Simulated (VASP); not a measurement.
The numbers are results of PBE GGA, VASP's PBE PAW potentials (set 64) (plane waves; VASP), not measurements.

VASP input:

### KPOINTS
```
Automatic mesh
0
Gamma
18 18 18
0 0 0
```

### INCAR
```
! general
SYSTEM  = Ta
PREC    = Accurate
ENCUT   = 300
LREAL   = .FALSE.
LASPH   = .TRUE.

! electronic loop
EDIFF   = 1E-6
NELM    = 100
ALGO    = Normal
LMAXMIX = 6

! smearing
ISMEAR  = 1
SIGMA   = 0.1

! functional
GGA     = PE

! ions
ISIF    = 2

! output
LWAVE   = .FALSE.
LCHARG  = .FALSE.
```

File POSCAR:
```
Ta
1
   -1.6602260000     1.6602260000     1.6602260000
    1.6602260000    -1.6602260000     1.6602260000
    1.6602260000     1.6602260000    -1.6602260000
Ta
1
Direct
  0.0000000000   0.0000000000   0.0000000000
```

POTCAR, in this order: Ta_pv (PBE.64 set). Program: vasp_std.

What VASP printed:

**OSZICAR**
```
       N       E                     dE             d eps       ncg     rms          rms(c)
DAV:   1     0.267559629073E+02    0.26756E+02   -0.50526E+03  3558   0.776E+02
DAV:   2    -0.118129025278E+02   -0.38569E+02   -0.37948E+02  4295   0.185E+02
DAV:   3    -0.122830307043E+02   -0.47013E+00   -0.45567E+00  3965   0.208E+01
DAV:   4    -0.122858914021E+02   -0.28607E-02   -0.28595E-02  3967   0.144E+00
DAV:   5    -0.122859161511E+02   -0.24749E-04   -0.24748E-04  4003   0.105E-01    0.140E+01
DAV:   6    -0.119179424822E+02    0.36797E+00   -0.41600E-01  3638   0.774E+00    0.687E+00
DAV:   7    -0.118098308035E+02    0.10811E+00   -0.33696E-01  3688   0.661E+00    0.438E-01
DAV:   8    -0.118085515711E+02    0.12792E-02   -0.44887E-03  3729   0.830E-01    0.937E-02
DAV:   9    -0.118085199434E+02    0.31628E-04   -0.11481E-04  3746   0.131E-01    0.309E-02
DAV:  10    -0.118085176933E+02    0.22501E-05   -0.37320E-06  3894   0.263E-02    0.517E-03
DAV:  11    -0.118085171651E+02    0.52823E-06   -0.17193E-07  1874   0.579E-03
   1 F= -.11808517E+02 E0= -.11808639E+02  d E =0.365926E-03
```

OUTCAR:
```
------------------------ aborting loop because EDIFF is reached ----------------------------------------
  FORCE on cell =-STRESS in cart. coord.  units (eV):
  Direction    XX          YY          ZZ          XY          YZ          ZX
  --------------------------------------------------------------------------------------
  Total       -0.0883751     -0.0883751     -0.0883751      0.0000000      0.0000000      0.0000000
  in kB       -7.7353267     -7.7353267     -7.7353267      0.0000000      0.0000000      0.0000000
  external PRESSURE =      -7.7353267 kB  Pullay stress =       0.0000000 kB
  volume of cell :       18.30
      direct lattice vectors                 reciprocal lattice vectors
    -1.660226000  1.660226000  1.660226000     0.000000000  0.301163817  0.301163817
     1.660226000 -1.660226000  1.660226000     0.301163817  0.000000000  0.301163817
     1.660226000  1.660226000 -1.660226000     0.301163817  0.301163817  0.000000000
 POSITION                                       TOTAL-FORCE (eV/Angst)
 -----------------------------------------------------------------------------------
      0.00000      0.00000      0.00000         0.000000      0.000000      0.000000
 -----------------------------------------------------------------------------------
    total drift:                                0.000000      0.000000     -0.000000
  FREE ENERGIE OF THE ION-ELECTRON SYSTEM (eV)
  ---------------------------------------------------
  free  energy   TOTEN  =       -11.8085171651 eV

  energy  without entropy=      -11.8088830916  energy(sigma->0) =      -11.80863914
```
(Selected blocks of OUTCAR.)

At this cut-off the stress carries a Pulay error, which pulls relaxed volumes low.

The structure comes from a computed database's Ta entry; how it stands against other phases isn't given here. The cell was not relaxed at this level.
